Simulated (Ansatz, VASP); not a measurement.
# Al: VASP beside Ansatz

One calculation is typed for both programs; each brings its own data sets and cutoff. How far apart do they land? The cell is taken from a series of VASP runs on this material, whose earlier steps may have relaxed, scaled or displaced it; both programs get it as it stands.

Main program and level: Ansatz 0.2.0; plane waves, with VASP 6.6.1 beside it; relaxation of cell and atoms at LDA.

**1. Set-up**

It takes space group Fm-3m (No. 225, cubic). Conventional cell: a = 3.990 Å, b = 3.990 Å, c = 3.990 Å, α = 90.00°, β = 90.00°, γ = 90.00°. Nearest to Al lie 12 Al at 2.82 Å.

**2. Ansatz: relaxation of cell and atoms, LDA**

Ansatz runs on its default PAW (the set named soft_2) files.

The relaxed volume is the usual yardstick between codes: its relative difference is about their pressure difference at one cell divided by the bulk modulus.

Contents of input.yaml:

```yaml
crystal:
  lattice:
    - [0.0, 1.9947586583, 1.9947586583]
    - [1.9947586583, 0.0, 1.9947586583]
    - [1.9947586583, 1.9947586583, 0.0]
  atoms:
    - { symbol: Al, position: [0.0, 0.0, 0.0] }
hamiltonian:
  xc: lda
  pseudopotentials: { kind: paw }
kpoints:
  mp_grid: { grid: [12, 12, 12] }
scf:
  occupations: { method: methfessel_paxton, width: 0.1 }
relax:
  f_tol: 0.01
  max_steps: 60
  cell: { stress_tol: 0.05 }
output:
  forces: true
  stress: true
  write_density: true
  write_potential: true
  elf: true
  volumetric_format: npy
```

Run with:

```
> ansatz run input.yaml --threads 4 --pin off --max-ram 9216MiB --backend cpu --events-out ev --progress --plain --runs-dir out
```

Numbers of over 12 decimals in the logs are rounded to 6 here.

Log:

```text
Engine: ansatz 0.2.0, aarch64-unknown-linux-gnu
Pseudopotentials: kind: paw
Pseudopotential: Al, paw, valence charge 3, recommended cutoff 420 eV (normal), Al.paw.azcp
Functional definition: SPW92
  exchange = slater_x
  correlation = pw_c
Crystal: 1 atoms, lattice volume = 15.875 Å³
Basis set: ecut = 420 eV, 331 PW (Γ)
Bands: 6, of which v1, the nominal top of the filled ones, is band 2 counted from 1 (1 counted from 0)
Symmetry: 48 space group operations
Space group: Fm-3m (ITA 225), of the structure as read, at distance tolerance 2.5e-5 Å
k-points: 72 of 1728
Non-local potential: Al, projectors of the file, l = 0: 2, l = 1: 2, l = 2: 1
PAW form: soft (Blöchl's): semilocal exchange-correlation on the pseudo side does not see the compensation charge
PAW frozen core: Al, regenerated for the run's functional, and the local potential with it (the file was generated under x = pbe(κ = 0.804, μ = 0.219515), c = pbe(β = 0.066725))
PAW one-centre angular grid: Al, 110 points (default); XC on 64 Gauss nodes
Initial density: superposition of atomic densities (neutral atoms: chi_scale 0, normalization atom), corrected by the library's trained network
Initial wavefunctions: pseudopotential atomic-orbital guess
Functional: x = slater, c = lda
SCF iter   1: F=—  HF=-512.885934 eV  |F-HF|=—  |Δ(HF+E_count)|=         —  Δρ=3.68e-3  dr2=2.11e-3  ethr=1.77e-3  ⟨swp⟩=4.8  Hψ=3766  notcnv=0
preconditioner: auto → none  [insulator: Δε(μ)=0.185 eV  Ē_g=13.448 eV  σ=0.100 eV  W_gap=1.03  n_scr=0 (ndim 8)  ℏωp=16.1 eV  f_vac=0.000  D(μ)=0.16/eV (n_scr^D=0)  ε∞_Penn≈2.4]
SCF iter   2: F=—  HF=-512.885181 eV  |F-HF|=—  |Δ(HF+E_count)|=   7.53e-4  S|Δr|=    0.00e0  Δρ=1.66e-3  dr2=4.18e-4  ethr=7.04e-5  ⟨swp⟩=1.0  Hψ=1008  notcnv=0
SCF iter   3: F=—  HF=-512.885005 eV  |F-HF|=—  |Δ(HF+E_count)|=   1.76e-4  S|Δr|=    0.00e0  Δρ=3.98e-5  dr2=1.13e-7  ethr=1.39e-5  ⟨swp⟩=2.0  Hψ=492  notcnv=0
SCF iter   4: F=—  HF=-512.885006 eV  |F-HF|=—  |Δ(HF+E_count)|=   3.50e-7  S|Δr|=    0.00e0  Δρ=5.01e-6  dr2=1.71e-9  ethr=3.33e-9  ⟨swp⟩=6.1  Hψ=1150  notcnv=0
SCF iter   5: F=-512.885006 eV  HF=-512.885006 eV  |F-HF|=2.27e-13  |Δ(HF+E_count)|=  8.07e-10  S|Δr|=    0.00e0  Δρ=1.27e-7  dr2=1.30e-12  ethr=5.72e-11  ⟨swp⟩=3.1  Hψ=1325  notcnv=0
SCF 1 converged in 5 iterations: F = -512.885006 eV  dr2 = 1.30e-12
  greatest PAW one-centre occupation: 0.460 electrons in one spin orbital (limit 2), on the Al atom at site 0 (counted from 0), in its partial waves of l = 0
relax step   1: F+E_penalty+E_count = -512.88500550 eV  Δ(F+E_penalty+E_count) = +0.000e0 eV  max|allowed force component| = 0.000e0 eV/Å  Δτ_max = 0.0000 Å  P = -0.071 GPa  Ω = 15.875 Å³  (5 SCF iters, accepted)
[...]
relax step   2: F+E_penalty+E_count = -512.88501497 eV  Δ(F+E_penalty+E_count) = -9.468e-6 eV  max|allowed force component| = 0.000e0 eV/Å  Δτ_max = 0.0000 Å  P = +0.005 GPa  Ω = 15.861 Å³  energy of the carried Pulay correction = +6.657e-6 eV  (3 SCF iters, accepted)
[...]
relax step   3: F+E_penalty+E_count = -512.88501497 eV  Δ(F+E_penalty+E_count) = -2.274e-13 eV  max|allowed force component| = 0.000e0 eV/Å  Δτ_max = 0.0000 Å  P = +0.005 GPa  Ω = 15.861 Å³  stress off target by 4.63e-3 GPa  SCF on the basis re-selected at this cell (its energy is not comparable with the rows above)  (2 SCF iters)
basis re-selected at this cell: Δ(F+E_penalty+E_count) = -2.274e-13 eV, ΔP = -0.001 GPa vs the last step (what re-selecting the basis moved, of the pressure what is left beyond the Pulay correction that the steps carried, after the strain that the cell walked since its last selection, with what the two solves' SCF thresholds leave and, on support functions, any second-order correction that the steps lacked; it is no  [...]
SCF converged after 2 iterations
Stability not checked: this state was not tested for a lower state beside it, because cold or Methfessel-Paxton smearing, or corrected tetrahedra, fill the levels in a way that the test cannot read (fill_not_monotonic; see scf.lower_state_search)
Free energy (F): -512.885015 eV
Harris-Foulkes:  -512.885015 eV  (|F-HF|=1.14e-13)
Internal energy: -512.885854 eV  (E = F + TS)
E sigma→0 (E₀):  -512.885225 eV
Entropy (-TS):   0.000839 eV (0.839 meV/atom)
Fermi energy:    8.006127 eV
--- Per-component energies (eV) ---
  E_band       = 10.903392
  E_kinetic    = 23.431992
  E_local      = 9.863109  (includes V_loc(G=0)·N_el)
  E_nonlocal   = 11.060568
  E_hartree    = 0.108403
  E_xc         = -39.599788
  E_vxc        = -29.628303  (∫ρ·V_xc dr)
  E_paw        = -443.316235  (= ΣΔE_a)
  E_vpaw       = -4.040776  (= ΣTr[D̂ρ^β])
  E_aug_tail   = -0.000004  (compensation charges beyond the density's cutoff)
  E_ewald      = -74.489615
  E_core_change = 0.055717  (= ΣΔE_core)
  E_smearing   = 0.000839  (= −TS)
  E_closure    = 0.000000  (closes the sum)
  Σ components = -512.885015   (vs F -512.885015, Δ=0.00e0)
--- Forces (eV/Å), atoms counted from 1 ---
  atom   1  Al     0.00000000    -0.00000000     0.00000000
  max |Σ_I F_I| component: 1.54e-32 eV/Å
--- Stress (GPa, compression-positive) ---
        0.004628      -0.000000       0.000000
        0.000000       0.004628      -0.000000
        0.000000      -0.000000       0.004628
  P = ⅓ Tr σ = 0.0046 GPa (0.046 kbar)
--- Band table (eV; the first three rows and the last of 72) ---
  k-point 0: bands = ["-3.2182", "20.8221", "20.8221", "20.8221", "22.5715", "22.5715"]
  k-point 1: bands = ["-3.0249", "18.2803", "20.3129", "20.3129", "23.2268", "23.3682"]
  k-point 2: bands = ["-2.4469", "14.8941", "19.6423", "19.6423", "23.0598", "24.3672"]
  k-point 71: bands = ["7.2776", "7.2776", "8.2889", "9.3674", "24.1668", "24.1668"]
--- Relaxed structure (2 steps of the walk, 2 accepted, 1 SCFs on fresh bases) ---
  F+E_penalty+E_count = -512.88501497 eV   max|allowed force component| = 0.000e0 eV/Å   (the final SCF, on the basis selected at the relaxed cell)
  cell:  # Å, volume = 15.8608 Å³
    - [0.0, 1.994182, 1.994182]
    - [1.994182, 0, 1.994182]
    - [1.994182, 1.994182, 0.0]
  atoms:
    - { symbol: Al, position: [0.0, 0.0, 0.0] }
```

Wall time 0.5 s (4 threads of Arm Neoverse V2, shared host); peak memory 0.26 GiB.

**3. VASP: relaxation of cell and atoms, LDA**

The same cell, functional (in two slightly different forms), mesh and smearing now go to VASP, with its own data sets and cutoff.

Lines of VASP's logs that name or quote its potential files are left out, and so is its time.

Contents of INCAR:

```
SYSTEM = Al
PREC = Accurate
ENCUT = 450
EDIFF = 1E-06
NELM = 100
ISMEAR = 1
SIGMA = 0.1
LREAL = .FALSE.
ALGO = Normal
GGA = CA
LORBIT = 11
LWAVE = .FALSE.
LCHARG = .FALSE.
KPAR = 2
IBRION = 2
NSW = 50
ISIF = 3
EDIFFG = -0.01
```

Contents of POSCAR:

```
Al
1.0
    0.0000000000      1.9947586583      1.9947586583
    1.9947586583      0.0000000000      1.9947586583
    1.9947586583      1.9947586583      0.0000000000
Al
1
Direct
    0.0000000000      0.0000000000      0.0000000000
```

Contents of KPOINTS:

```
Automatic mesh
0
Gamma
12 12 12
0 0 0
```

The projector-augmented-wave data sets are Al (LDA family, release 64).

Run with:

```
> mpirun -np 2 vasp_std
```

Log:

```text
[banner, memory and clock lines left out]
running    2 mpi-ranks, on    1 nodes
 distrk:  each k-point on    1 cores,    2 groups
 distr:  one band on    1 cores,    1 groups

 POSCAR found type information on POSCAR Al
 POSCAR found :  1 types and       1 ions
 LDA part: xc-table for (Slater(with rela. corr.)+CA(PZ))
 , standard interpolation
 POSCAR, INCAR and KPOINTS ok, starting setup
 FFT: planning ... GRIDC
 FFT: planning ... GRID_SOFT
 FFT: planning ... GRID
 WAVECAR not read
 entering main loop
       N       E                     dE             d eps       ncg     rms          rms(c)
DAV:   1    -0.275886923736E+01   -0.27589E+01   -0.76366E+02   830   0.279E+02
DAV:   2    -0.421461990098E+01   -0.14558E+01   -0.13804E+01   945   0.266E+01
DAV:   3    -0.422797098140E+01   -0.13351E-01   -0.13349E-01   950   0.273E+00
DAV:   4    -0.422799694015E+01   -0.25959E-04   -0.25958E-04   965   0.116E-01
DAV:   5    -0.422799703933E+01   -0.99186E-07   -0.99999E-07   980   0.546E-03    0.143E+00
DAV:   6    -0.421039454058E+01    0.17602E-01   -0.22627E-03   820   0.303E-01    0.805E-01
DAV:   7    -0.419894163982E+01    0.11453E-01   -0.57402E-03   850   0.474E-01    0.168E-01
DAV:   8    -0.419891991908E+01    0.21721E-04   -0.30372E-05   945   0.555E-02    0.118E-02
DAV:   9    -0.419891974329E+01    0.17579E-06   -0.18718E-07   800   0.309E-03
   1 F= -.41989197E+01 E0= -.41992025E+01  d E =-.419892E+01
 curvature:   0.00 expect dE= 0.000E+00 dE for cont linesearch  0.000E+00
 trial: gam= 0.00000 g(F)=  0.165E-64 g(S)=  0.739E-07 ort = 0.000E+00 (trialstep = 0.100E+01)
 search vector abs. value=  0.740E-07
 reached required accuracy - stopping structural energy minimisation
```

From OUTCAR (step 3):

```text
ion  position               nearest neighbor table
   1  0.000  0.000  0.000-

  LATTYP: Found a face centered cubic cell.
 ALAT       =     3.9895173166

 Subroutine GETGRP returns: Found 48 space group operations
 (whereof 48 operations were pure point group operations)

The static configuration has the point symmetry O_h .

 Found     72 irreducible k-points:

   k-points           NKPTS =     72   k-points in BZ     NKDIM =     72   number of bands    NBANDS=      5

   dimension x,y,z NGX =    20 NGY =   20 NGZ =   20
   dimension x,y,z NGXF=    40 NGYF=   40 NGZF=   40

   ENCUT  =  450.0 eV  33.07 Ry    5.75 a.u.   4.88  4.88  4.88*2*pi/ulx,y,z

   NELECT =       3.0000    total number of electrons

 k-points in reciprocal lattice and weights: Automatic mesh
   0.00000000  0.00000000  0.00000000       0.001
   0.08333333  0.00000000  0.00000000       0.005
   0.16666667  0.00000000  0.00000000       0.005
   0.25000000  0.00000000  0.00000000       0.005
   0.33333333  0.00000000  0.00000000       0.005
   0.41666667  0.00000000  0.00000000       0.005
   0.50000000  0.00000000  0.00000000       0.002
   0.08333333  0.08333333  0.00000000       0.003
   0.16666667  0.08333333  0.00000000       0.014
[...]
-0.33333333  0.50000000  0.16666667       0.007
  -0.25000000  0.50000000  0.25000000       0.003

 average (electrostatic) potential at core
       1 -70.4303

 E-fermi :   8.0550

 k-point     1 :       0.0000    0.0000    0.0000
  band No.  band energies     occupation
      1      -3.1698      2.00000
      2      20.9815      0.00000
      3      20.9815      0.00000
      4      20.9815      0.00000
      5      22.6022      0.00000

 k-point     2 :       0.0833    0.0000    0.0000
  band No.  band energies     occupation
      1      -2.9766      2.00000
      2      18.3677      0.00000
      3      20.4320      0.00000
      4      20.4320      0.00000
      5      23.2839      0.00000

 k-point     3 :       0.1667    0.0000    0.0000
  band No.  band energies     occupation
      1      -2.3988      2.00000
      2      14.9572      0.00000
      3      19.7359      0.00000
      4      19.7359      0.00000
      5      23.1166      0.00000

  Total        0.0007147      0.0007147      0.0007147      0.0000000     -0.0000000     -0.0000000
  in kB        0.0721371      0.0721371      0.0721371      0.0000000     -0.0000000     -0.0000000
  external PRESSURE =       0.0721371 kB  Pullay stress =       0.0000000 kB

  energy-cutoff  :      450.00
  volume of cell :       15.87
      direct lattice vectors                 reciprocal lattice vectors
     0.000000000  1.994758658  1.994758658    -0.250656889  0.250656889  0.250656889
     1.994758658  0.000000000  1.994758658     0.250656889 -0.250656889  0.250656889
     1.994758658  1.994758658  0.000000000     0.250656889  0.250656889 -0.250656889

 POSITION                                       TOTAL-FORCE (eV/Angst)
 -----------------------------------------------------------------------------------
      0.00000      0.00000      0.00000         0.000000      0.000000      0.000000
 -----------------------------------------------------------------------------------
    total drift:                                0.000000      0.000000     -0.000000

  FREE ENERGIE OF THE ION-ELECTRON SYSTEM (eV)
  ---------------------------------------------------
  free  energy   TOTEN  =        -4.1989197433 eV

  energy  without entropy=       -4.1997681049  energy(sigma->0) =       -4.19920253

 reached required accuracy - stopping structural energy minimisation

 total charge
# of ion       s       p       d       tot
------------------------------------------
    1        0.442   0.359   0.000   0.802

[... 3 further parts left out ...]
```

**4. Comparison**

Known differences besides the potentials themselves: the two LDA forms differ slightly; both relaxations stop at a tolerance, which leaves soft axes loose, and VASP keeps its plane-wave basis; the cutoff is 420 eV in Ansatz and 450 eV in VASP; VASP's log shows a relativistic correction to its local exchange, Ansatz's none; Ansatz adds a Pulay correction to the stress that steers its cell, VASP none. Total energies have different zeros and are not compared.

The two programs side by side:

```
                                         quantity  Ansatz   VASP  difference
                                      volume (Å³)   15.86  15.87     -0.09 %
edge a after relaxation, in the typed setting (Å)   2.820  2.821     -0.03 %
```

The walks stopped with 0.00 GPa left in Ansatz and 0.01 GPa in VASP; each walk ends within a tolerance, so the volume difference is uncertain by about these residues over the bulk modulus, most in soft cells.

**5. What came out**

- difference in volume (relaxation of cell and atoms, LDA): -0.087 %

**Reading.** The difference in volume is -0.087 % (relaxation of cell and atoms, LDA), within the 1.2 % picked in this series as the mark of a large difference, as far as the stopping tolerances let one tell. How closely two codes agree says nothing of how well the functional describes the real material.

[Lines on the potential files, build, host, timing and source positions are cut from VASP's logs without a mark.]

[Logs are printed without paths, hosts, clocks, repeated set-up lines and the standing remarks that a program may print on its own settings, such as how far it seeks lower states.]

[Hosts, paths, dates, database ids (printed as entryN), source tags and the programs' standing remarks are cut or masked in the printed files.]
